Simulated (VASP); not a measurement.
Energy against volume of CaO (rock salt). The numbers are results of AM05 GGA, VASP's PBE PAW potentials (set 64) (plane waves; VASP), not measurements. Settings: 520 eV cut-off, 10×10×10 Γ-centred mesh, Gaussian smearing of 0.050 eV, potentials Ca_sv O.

```json
[
 {"V (Å³/atom)": "13.316", "E (eV/atom)": "-6.49060"},
 {"V (Å³/atom)": "13.728", "E (eV/atom)": "-6.49564"},
 {"V (Å³/atom)": "14.139", "E (eV/atom)": "-6.49208"},
 {"V (Å³/atom)": "14.551", "E (eV/atom)": "-6.48115"}
]
```

Fit these four points and predict the energy of the run at 12.904 Å³/atom.

A cubic in V^(−2/3), the third-order Birch-Murnaghan form, passes through the four points with V0 = 13.75 Å³/atom and B0 = 111 GPa, and gives -6.4755 eV/atom there. The run gave -6.4754 eV/atom, +0.1 meV/atom from the fit; all five points give B0 = 111 GPa.

The compound is CaO in the rock salt structure. It was relaxed first.
